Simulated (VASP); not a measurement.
OSZICAR of a VASP run on Na (bcc):

**OSZICAR**
```
       N       E                     dE             d eps       ncg     rms          rms(c)
DAV:   1     0.180077090812E+02    0.18008E+02   -0.35014E+03   511   0.669E+02
DAV:   2    -0.932437506483E+00   -0.18940E+02   -0.18940E+02   504   0.133E+02
DAV:   3    -0.130353259818E+01   -0.37110E+00   -0.37110E+00   651   0.259E+01
DAV:   4    -0.130642308300E+01   -0.28905E-02   -0.28905E-02   595   0.195E+00
DAV:   5    -0.130647105090E+01   -0.47968E-04   -0.47968E-04   651   0.224E-01    0.204E-01
DAV:   6    -0.130631837856E+01    0.15267E-03   -0.54396E-04   567   0.374E-01    0.139E-01
DAV:   7    -0.130627324802E+01    0.45131E-04   -0.11703E-03   553   0.455E-01    0.149E-02
DAV:   8    -0.130626362187E+01    0.96261E-05   -0.55446E-05   630   0.165E-01    0.317E-03
DAV:   9    -0.130626429559E+01   -0.67371E-06   -0.20838E-07   315   0.581E-03
   1 F= -.13062643E+01 E0= -.13061989E+01  d E =-.196309E-03
```

**Question.** Which electronic solver shows in the log?

**Answer.** It is blocked Davidson (ALGO = Normal, or the opening steps of other solvers). The INCAR had ALGO = Normal.

**Question.** Can the final energy be trusted as converged?

**Answer.** Self-consistency was reached. It stopped with EDIFF = 1E-6, NELM = 100 (PBE GGA, plane waves, VASP's PBE PAW potentials (set 64)).

The compound is Na in the bcc structure. The cell was not relaxed at this level.
